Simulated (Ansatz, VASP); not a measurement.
# Nb in two plane-wave programs, part 2 of 2

Wanted: the spread between two codes on one cell, functional and k mesh. Of the first pair: The two relaxations start from unlike cells of this crystal (the structure described is Ansatz's start), so only their ends are compared.

VASP 6.6.1 and Ansatz 0.2.0.

So far: The structure; VASP: relaxation of cell and atoms, PBEsol, pair 1; Ansatz: relaxation of cell and atoms, PBEsol, pair 1; Comparison; Ansatz: relaxation of cell and atoms, PBEsol, pair 2.

## (6) VASP: relaxation of cell and atoms, PBEsol, pair 2

Level of this step: PBEsol; plane waves and PAW (Nb_sv) (VASP).

The same cell, functional, mesh and smearing now go to VASP, with its own data sets.

INCAR

```
SYSTEM = Nb
PREC = Accurate
ENCUT = 500
EDIFF = 1E-07
NELM = 120
ISMEAR = 0
SIGMA = 0.1
LREAL = .FALSE.
ALGO = Normal
GGA = PS
NBANDS = 12
LASPH = .TRUE.
LORBIT = 11
LWAVE = .FALSE.
LCHARG = .FALSE.
ISIF = 3
IBRION = 2
NSW = 80
EDIFFG = -0.005
GGA_COMPAT = .FALSE.
NELMIN = 4
```

POSCAR

```
Nb
1.0
   -1.6377940000      1.6377940000      1.6377940000
    1.6377940000     -1.6377940000      1.6377940000
    1.6377940000      1.6377940000     -1.6377940000
Nb
1
Direct
    0.0000000000      0.0000000000      0.0000000000
```

KPOINTS

```
Automatic mesh
0
Gamma
18 18 18
0 0 0
```

PAW data sets: Nb_sv (PBE family, release 64).

On the command line:

```
$ mpirun -np 1 vasp_std
```

Numbers of over 12 decimals in the logs are rounded to 6 here.

Log:

```text
[banner, memory and clock lines left out]
running    1 mpi-ranks, on    1 nodes
[...]
[... a notice as in an earlier step ...]

 LDA part: xc-table for (Slater+PW92), standard interpolation
 POSCAR, INCAR and KPOINTS ok, starting setup
[...]
entering main loop
       N       E                     dE             d eps       ncg     rms          rms(c)
DAV:   1     0.115536694422E+03    0.11554E+03   -0.71971E+03  4728   0.105E+03
DAV:   2    -0.685171342592E+01   -0.12239E+03   -0.11805E+03  5068   0.386E+02
DAV:   3    -0.111733510652E+02   -0.43216E+01   -0.41458E+01  6756   0.637E+01
DAV:   4    -0.114227034375E+02   -0.24935E+00   -0.24747E+00  6544   0.141E+01
[...]
DAV:  11    -0.109551185798E+02    0.37738E-05   -0.57523E-06  6060   0.406E-02    0.306E-03
DAV:  12    -0.109551184250E+02    0.15480E-06   -0.31137E-07  6796   0.649E-03    0.977E-04
DAV:  13    -0.109551183737E+02    0.51324E-07   -0.11271E-08  3376   0.178E-03
   1 F= -.10955118E+02 E0= -.10951163E+02  d E =-.109551E+02
[...]
DAV:   8    -0.109545561880E+02    0.74621E-07   -0.10538E-07  4364   0.399E-03
   2 F= -.10954556E+02 E0= -.10950698E+02  d E =0.562186E-03
 trial-energy change:    0.000562  1 .order    0.000572   -0.001297    0.002440
 step:   0.3505(harm=  0.3470)  dis= 0.00000  next Energy=   -10.955346 (dE=-0.228E-03)
[...]
N       E                     dE             d eps       ncg     rms          rms(c)
DAV:   1    -0.109666141666E+02   -0.12058E-01   -0.31209E-01  6300   0.795E+00    0.871E-01
DAV:   2    -0.109560903942E+02    0.10524E-01   -0.24101E-02  6808   0.203E+00    0.252E-01
DAV:   3    -0.109549065130E+02    0.11839E-02   -0.86036E-03  8464   0.928E-01    0.150E-01
DAV:   4    -0.109551298778E+02   -0.22336E-03   -0.19112E-04  6132   0.142E-01    0.786E-02
DAV:   5    -0.109553521376E+02   -0.22226E-03   -0.57929E-04  7800   0.168E-01    0.349E-02
DAV:   6    -0.109553480625E+02    0.40751E-05   -0.17998E-05  5308   0.529E-02    0.495E-03
DAV:   7    -0.109553476497E+02    0.41283E-06   -0.23809E-06  7640   0.126E-02    0.253E-03
DAV:   8    -0.109553477488E+02   -0.99152E-07   -0.63743E-08  3780   0.323E-03
   3 F= -.10955348E+02 E0= -.10951428E+02  d E =-.229375E-03
[...]
reached required accuracy - stopping structural energy minimisation
```

OUTCAR, selected parts (step 6):

```text
  Total       -0.0001304     -0.0001304     -0.0001304      0.0000000     -0.0000000      0.0000000
  in kB       -0.0119484     -0.0119484     -0.0119484      0.0000000     -0.0000000      0.0000000
  external PRESSURE =      -0.0119484 kB  Pullay stress =       0.0000000 kB

 POSITION                                       TOTAL-FORCE (eV/Angst)
 -----------------------------------------------------------------------------------
      0.00000     -0.00000      0.00000        -0.000000      0.000000     -0.000000
 -----------------------------------------------------------------------------------
    total drift:                                0.000000     -0.000000     -0.000000

  FREE ENERGIE OF THE ION-ELECTRON SYSTEM (eV)
  ---------------------------------------------------
  free  energy   TOTEN  =       -10.9553477488 eV

  energy  without entropy=      -10.9475081939  energy(sigma->0) =      -10.95142797

[... 1 part as in an earlier step ...]

[... 3 further parts left out ...]
[key lines of the parts left out:]
E-fermi :  11.4447
```

## (7) Side by side

Both answers:

```
                                         quantity  Ansatz   VASP  difference
                                      volume (Å³)   17.52  17.49     +0.19 %
edge a after relaxation, in the typed setting (Å)   2.834  2.832     +0.06 %
```

## (8) Ansatz: relaxation of cell and atoms, PBEsol, pair 3

The relaxed volume is the usual yardstick between codes: in a stiff, nearly cubic crystal its relative difference is about their pressure difference at one cell divided by the bulk modulus.

The cell is taken from a series of runs on this material, whose earlier steps may have relaxed, scaled, displaced or heated it; both programs get it as it stands.

input.yaml

```yaml
crystal:
  lattice:
    - [-1.6362222516, 1.6362222516, 1.6362222516]
    - [1.6362222516, -1.6362222516, 1.6362222516]
    - [1.6362222516, 1.6362222516, -1.6362222516]
  atoms:
    - { symbol: Nb, position: [0.0, 0.0, 0.0] }
kpoints:
  mp_grid: { grid: [20, 20, 20] }
hamiltonian:
  xc: pbesol
scf:
  occupations: { method: methfessel_paxton, width: 0.2 }
output:
  forces: true
  stress: true
  eigenvalues: true
  write_density: true
  write_potential: true
  elf: true
  volumetric_format: npy
relax:
  adjacent_minimum: "off"
  f_tol: 0.001
  max_steps: 60
  cell: { stress_tol: 0.01 }
```

On the command line:

```
$ ansatz run input.yaml --threads 4 --pin off --max-ram 7168MiB --backend cpu --events-out ev --progress --plain --runs-dir out
```

Log:

```text
[...]
Crystal: 1 atoms, lattice volume = 17.522 Å³
Basis set: ecut = 420 eV, 321 PW (Γ), exchange–correlation on 40×40×40 points (8 copies of the dense FFT grid, shifted against one another)
Bands: 11, of which v1, the nominal top of the filled ones, is band 7 counted from 1 (6 counted from 0)
Symmetry: 48 space group operations
[...]
k-points: 256 of 8000
[...]
k-point 255: bands = [... 3 lower, -12.2478, 14.3343, 14.3343, 24.0857, 24.0857, 24.0857, 27.5352, 27.5352]
--- Relaxed structure (3 steps of the walk, 2 accepted, 1 SCFs on fresh bases) ---
[...]
cell:  # Å, volume = 17.4960 Å³
    - [-1.635410, 1.635410, 1.635410]
    - [1.635410, -1.635410, 1.635410]
    - [1.635410, 1.635410, -1.635410]
  atoms:
    - { symbol: Nb, position: [0.0, 0.0, 0.0] }
[key lines of the parts left out:]
SCF converged after 4 iterations
Free energy (F): -4495.453428 eV
Fermi energy:    18.247498 eV
P = ⅓ Tr σ = -0.0012 GPa (-0.012 kbar)
```

## (9) VASP: relaxation of cell and atoms, PBEsol, pair 3

The same cell, functional, mesh and smearing now go to VASP, with its own data sets.

INCAR, as its differences from that of step 6:

```diff
@@ -5,4 +5,4 @@
 NELM = 120
-ISMEAR = 0
-SIGMA = 0.1
+ISMEAR = 1
+SIGMA = 0.2
 LREAL = .FALSE.
```

POSCAR

```
Nb
1.0
   -1.6362220000      1.6362220000      1.6362220000
    1.6362220000     -1.6362220000      1.6362220000
    1.6362220000      1.6362220000     -1.6362220000
Nb
1
Direct
    0.0000000000      0.0000000000      0.0000000000
```

KPOINTS

```
Automatic mesh
0
Gamma
20 20 20
0 0 0
```

On the command line:

```
$ mpirun -np 1 vasp_std
```

Log:

```text
[... set-up lines as in an earlier step ...]
 entering main loop
       N       E                     dE             d eps       ncg     rms          rms(c)
DAV:   1     0.113370166611E+03    0.11337E+03   -0.71336E+03  6168   0.105E+03
DAV:   2    -0.684884318456E+01   -0.12022E+03   -0.11590E+03  6624   0.384E+02
DAV:   3    -0.111363256321E+02   -0.42875E+01   -0.41042E+01  8884   0.642E+01
DAV:   4    -0.114119311206E+02   -0.27561E+00   -0.27347E+00  8492   0.145E+01
[...]
DAV:  11    -0.109524097434E+02    0.36763E-05   -0.59447E-06  8116   0.409E-02    0.294E-03
DAV:  12    -0.109524095574E+02    0.18596E-06   -0.28881E-07  8524   0.606E-03    0.106E-03
DAV:  13    -0.109524095048E+02    0.52651E-07   -0.10946E-08  4360   0.177E-03
   1 F= -.10952410E+02 E0= -.10952818E+02  d E =-.109524E+02
[...]
N       E                     dE             d eps       ncg     rms          rms(c)
DAV:   1    -0.109661499752E+02   -0.13740E-01   -0.39087E-01  8288   0.891E+00    0.981E-01
[...]
DAV:   8    -0.109520960140E+02    0.61650E-07   -0.66371E-08  5392   0.308E-03
   2 F= -.10952096E+02 E0= -.10952512E+02  d E =0.313491E-03
 trial-energy change:    0.000313  1 .order    0.000321   -0.000689    0.001330
 step:   0.3460(harm=  0.3413)  dis= 0.00000  next Energy=   -10.952529 (dE=-0.120E-03)
[...]
N       E                     dE             d eps       ncg     rms          rms(c)
DAV:   1    -0.109585803794E+02   -0.64843E-02   -0.16783E-01  8260   0.583E+00    0.638E-01
DAV:   2    -0.109529382770E+02    0.56421E-02   -0.12970E-02  8928   0.149E+00    0.184E-01
DAV:   3    -0.109522975766E+02    0.64070E-03   -0.46657E-03 11116   0.685E-01    0.112E-01
DAV:   4    -0.109524163487E+02   -0.11877E-03   -0.10333E-04  8100   0.105E-01    0.582E-02
DAV:   5    -0.109525332767E+02   -0.11693E-03   -0.31571E-04 10332   0.124E-01    0.250E-02
DAV:   6    -0.109525303258E+02    0.29508E-05   -0.91740E-06  6948   0.374E-02    0.394E-03
DAV:   7    -0.109525300531E+02    0.27271E-06   -0.15042E-06  9856   0.971E-03    0.187E-03
DAV:   8    -0.109525301124E+02   -0.59290E-07   -0.31584E-08  4300   0.226E-03
   3 F= -.10952530E+02 E0= -.10952942E+02  d E =-.120608E-03
[...]
reached required accuracy - stopping structural energy minimisation
```

From OUTCAR (step 9):

```text
  Total        0.0001666      0.0001666      0.0001666      0.0000000      0.0000000      0.0000000
  in kB        0.0152883      0.0152883      0.0152883      0.0000000      0.0000000      0.0000000
  external PRESSURE =       0.0152883 kB  Pullay stress =       0.0000000 kB

  FREE ENERGIE OF THE ION-ELECTRON SYSTEM (eV)
  ---------------------------------------------------
  free  energy   TOTEN  =       -10.9525301124 eV

  energy  without entropy=      -10.9537668169  energy(sigma->0) =      -10.95294235

[... 2 parts as in an earlier step ...]

[... 3 further parts left out ...]
[key lines of the parts left out:]
E-fermi :  11.4834
```

## (10) Side by side

The two programs side by side:

```
                                         quantity  Ansatz   VASP  difference
                                      volume (Å³)   17.50  17.46     +0.20 %
edge a after relaxation, in the typed setting (Å)   2.833  2.831     +0.06 %
```

## (11) Outcome

| Quantity | Value |
| --- | --- |
| difference in volume (relaxation of cell and atoms, PBEsol, pair 1) | 0.16 % |
| difference in volume (relaxation of cell and atoms, PBEsol, pair 2) | 0.19 % |
| difference in volume (relaxation of cell and atoms, PBEsol, pair 3) | 0.20 % |

In words: The difference in volume is 0.20 % (relaxation of cell and atoms, PBEsol, pair 3), within the 1.2 % picked in this series as the mark of a large difference, as far as the stopping tolerances let one tell. Such differences can come from data sets, numerical settings and the points named under the comparisons, not from the functional's error against experiment.

[Lines on the potential files, build, host, timing and source positions are cut from VASP's logs without a mark.]

[Logs are printed without paths, hosts, clocks, repeated set-up lines and the standing remarks that a program may print on its own settings, such as how far it seeks lower states.]

[Hosts, paths, dates, database ids (printed as entryN), source tags and the programs' standing remarks are cut or masked in the printed files.]
